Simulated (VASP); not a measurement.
```
CELL_PARAMETERS angstrom
      0.00000     2.51320     2.51320
      2.51320     0.00000     2.51320
      2.51320     2.51320     0.00000
ATOMIC_POSITIONS crystal
  Sr 0.00000 0.00000 0.00000
  O  0.50000 0.50000 0.50000
```

These are LDA (Ceperley-Alder, Perdew-Zunger), VASP's LDA PAW potentials (set 64) (plane waves; VASP) values and carry that method's errors. Numerical set-up: 520 eV cut-off, 9×9×9 Γ-centred mesh, Gaussian smearing of 0.050 eV, potentials Sr_sv O.

Problem. What does the run give for the energy per atom (σ→0), pressure?

Solution. 
- energy per atom (σ→0): -6.688 eV/atom
- pressure: 3.41 GPa

Total energies compare only between runs with the same potentials, cut-off and functional.

The compound is SrO in the rock salt structure. This cell is one point of a volume scan, at 0.97 of the reference volume.
